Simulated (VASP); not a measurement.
MgTe (zinc blende), at 0.96 of the tabulated volume:

```yaml
crystal:
  lattice:
    - [0.00000, 3.16662, 3.16662]
    - [3.16662, 0.00000, 3.16662]
    - [3.16662, 3.16662, 0.00000]
  atoms:
    - { symbol: Mg, position: [0.00000, 0.00000, 0.00000] }
    - { symbol: Te, position: [0.25000, 0.25000, 0.25000] }
```

The lowest empty band near X, direction along the valley's axis, from mBJ (TB09) with spin-orbit coupling in VASP (PAW); its two spin partners are averaged. The gap over the points computed is 3.30 eV, and the next band on that side lies 0.64 eV away at the edge.

Numerical set-up: 400 eV cut-off, 8×8×8 Γ-centred mesh, Gaussian smearing of 0.050 eV, potentials Mg Te.

```
distance from the edge in k (1/Å)  distance in energy (meV)
---------------------------------  ------------------------
0.025                                                   3.7
0.035                                                   7.2
0.050                                                  14.6
0.070                                                  28.6
```

Fit E(1 + αE) = ħ²k²/2m* (ħ²/2m0 = 3.810 eV Å²) and predict the row at 0.095 1/Å.

The rows don't resolve α, so a parabola serves: the electron mass is m* = 0.652 m0, and so 52.7 meV. The run gave 52.5 meV, -0.2 meV from the fit.

Left out are points under 3 meV from the edge, since the levels carry 0.1 meV, and points farther than half the way to the next band.

The compound is MgTe in the zinc blende structure, whereas wurtzite is the usual form. The cell was not relaxed at this level.
